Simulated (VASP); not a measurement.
The input files of a VASP run:

INCAR:
```
! general
SYSTEM =AgI
PREC   =Accurate
ENCUT  =500   ! plane-wave cut-off (eV)
LREAL  =.False.   ! projection in real space or not
LASPH  =.True.   ! aspherical one-centre terms

! electronic loop
EDIFF  =1E-6   ! SCF stop (eV)
NELM   =100   ! most electronic steps
ALGO   =Normal
LMAXMIX=4   ! l cut-off of mixed one-centre charges

! smearing
ISMEAR =0   ! Gaussian
SIGMA  =0.05   ! width (eV)

! functional
GGA    =PE

! ions
IBRION =2
NSW    =40
ISIF   =3   ! ions, shape and volume
EDIFFG =-0.02   ! ionic stop
PSTRESS=200

! output
LWAVE  =.False.
LCHARG =.False.
```

### POSCAR
```
AgI
1
    0.0000000000     3.0830629213     3.0830629213
    3.0830629213     0.0000000000     3.0830629213
    3.0830629213     3.0830629213     0.0000000000
Ag I
1 1
Direct
  0.0000000000   0.0000000000   0.0000000000
  0.2500000000   0.2500000000   0.2500000000
```

File KPOINTS:
```
Automatic mesh
0
Gamma
8 8 8
0 0 0
```

POTCAR, in this order: Ag I (PBE.64 set). Program: vasp_std.

Q: Translate this PBE calculation to Ansatz.

A: One equivalent input (not run):
Ansatz 0.2 input:
```yaml
crystal:
  lattice:
    - [0.0000000, 3.0830629, 3.0830629]
    - [3.0830629, 0.0000000, 3.0830629]
    - [3.0830629, 3.0830629, 0.0000000]
  atoms:
    - { symbol: Ag, position: [0.0000000, 0.0000000, 0.0000000] }
    - { symbol: I, position: [0.2500000, 0.2500000, 0.2500000] }
kpoints:
  mp_grid: { grid: [8, 8, 8] }
hamiltonian:
  xc: pbe
  pseudopotentials: { kind: paw }
scf:
  occupations: { method: gaussian, width: 0.05 }
  max_iter: 100
relax:
  max_steps: 40
  f_tol: 0.02
  cell: { p_target: 20 }
output: { forces: true, stress: true, eigenvalues: true }
```
Limits of the translation: each code has its own PAW files, so the cut-off isn't converted (ENCUT is set for VASP's; basis.ecutwfc is left out, and Ansatz then takes the one that its files recommend); Ansatz stops its SCF on the density residual and VASP on the energy change (EDIFF).

The compound is AgI in the zinc blende structure, whereas wurtzite is the usual form. This run relaxes it under an external pressure of 20 GPa. Symmetry was kept, so distortions that lower it aren't found.
